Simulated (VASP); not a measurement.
A convergence study with VASP on Hf (hcp): one setting is varied, all else stays as given below, so the limit is that of these other settings.

```
Hf
1.0
    1.59500    -2.76262     0.00000
    1.59500     2.76262     0.00000
    0.00000     0.00000     5.05000
Hf
2
Direct
  0.33333   0.66667   0.25000
  0.66667   0.33333   0.75000
```

Calculation: PBE GGA, VASP's PBE PAW potentials (set 64) (plane waves; VASP). The tightest run used: 550 eV cut-off, 19×19×10 Monkhorst-Pack mesh, first-order Methfessel-Paxton smearing of 0.10 eV, potentials Hf_pv.

| setting | E (eV/atom) | pressure (GPa) | irreducible k-points |
|---|---|---|---|
| 1×1×1 mesh | -9.3386 | 47.47 | 1 |
| 2×2×1 mesh | -9.9394 | 0.50 | 2 |
| 3×3×2 mesh | -9.9198 | 1.07 | 3 |
| 4×4×2 mesh | -9.9732 | 0.94 | 6 |

Q: These are the cheaper rows. Estimate the results at 19×19×10 mesh, and how far the last row shown lies from them.

A: 
```csv
quantity,tightest run,last row shown is off by
E (eV/atom),-9.9245,-0.0486
pressure (GPa),0.98,-0.04
```

Left out are rungs that failed or repeat a setting and relaxations that didn't move; long series are thinned to 24 rows.

The compound is Hf in the hcp structure. The cell was not relaxed at this level.
